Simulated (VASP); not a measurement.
Consider the following.

```
CELL_PARAMETERS angstrom
      3.10441     0.00000     0.00000
     -1.55221     2.68850     0.00000
      0.00000     0.00000     5.88062
ATOMIC_POSITIONS crystal
  Ti 0.00000 0.00000 0.00000
  Ti 0.00000 0.00000 0.50000
  B  0.33333 0.66667 0.25000
  B  0.66667 0.33333 0.75000
```

Method: PBE GGA, VASP's PBE PAW potentials (set 64) (plane waves; VASP). Numerical set-up: 520 eV cut-off, 13×13×6 Γ-centred mesh, tetrahedra with Blöchl corrections, potentials Ti_sv B.

Tabulate the total density of states (states/eV per cell) against energy (eV; zero at the valence-band maximum or, without a gap, the Fermi level).

```
E (eV) | DOS (states/eV)
    -9.91 |  0.00
    -9.60 |  0.00
    -9.18 |  0.00
    -8.87 |  0.10
    -8.56 | # 0.23
    -8.15 | ## 0.34
    -7.84 | ## 0.42
    -7.53 | ### 0.51
    -7.21 | ### 0.60
    -6.80 | #### 0.76
    -6.49 | ##### 0.94
    -6.18 | ###### 1.27
    -5.76 | ########### 2.29
    -5.45 | ########### 2.17
    -5.14 | ######### 1.88
    -4.73 |  0.00
    -4.42 |  0.00
    -4.11 |  0.03
    -3.69 | ## 0.42
    -3.38 | #### 0.80
    -3.07 | ###### 1.28
    -2.76 | ########### 2.28
    -2.35 | ################ 3.16
    -2.03 | ####### 1.40
    -1.72 | ###### 1.19
    -1.31 | ############## 2.89
    -1.00 | ###################### 4.48
    -0.69 | ############################## 5.99
    -0.27 | ################### 3.81
     0.04 | ################### 3.76
     0.35 | ############# 2.59
     0.76 | #### 0.78
     1.07 | ######## 1.69
     1.39 | ############################## 5.96
     1.70 | ################# 3.36
     2.11 | ########### 2.21
     2.42 | ######## 1.54
     2.73 | ######## 1.60
     3.15 | ##### 1.08
     3.46 | #### 0.79
```
Within 2 eV below the Fermi level the largest weight inside VASP's projection spheres is Ti d, then B p.

The structure was generated: TiB was put into the NiAs type type (P6_3/mmc), which need not be its known phase. It was relaxed first, which changed the volume by -31 %.
